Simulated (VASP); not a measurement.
Here is the system:

```xyz
3
Lattice="2.3740 -4.1119 0.0000 2.3740 4.1119 0.0000 0.0000 0.0000 5.8384" Properties=species:S:1:pos:R:3 pbc="T T T"
Te     0.5875     1.0175     3.8923
Te     3.5730     0.0000     0.0000
Te     0.5875    -1.0175     1.9461
```

The numbers are results of revPBE GGA, VASP's PBE PAW potentials (set 64) (plane waves; VASP), not measurements. Numerical set-up: 520 eV cut-off, 6×6×4 Γ-centred mesh, Gaussian smearing of 0.050 eV, potentials Te.

Problem. The ions and cell shape at fixed volume are relaxed. Give the cell that the relaxation ends in.

Solution. 
```xyz
3
Lattice="2.3600 -4.0877 0.0000 2.3600 4.0877 0.0000 0.0000 0.0000 5.9079" Properties=species:S:1:pos:R:3 pbc="T T T"
Te     2.9583    -3.0514     3.9386
Te     3.5234     0.0000     0.0000
Te     2.9583     3.0514     1.9693
```
Space group P3_121 (152), at a tolerance of 0.03 Å.

Problem. How much energy does the relaxation gain?

Solution. The energy (σ→0) changes by -4.1 meV/atom, in 4 ionic steps.

The compound is Te in the trig structure. This cell is one point of a volume scan, at 0.97 of the reference volume. Symmetry was kept, so distortions that lower it aren't found.
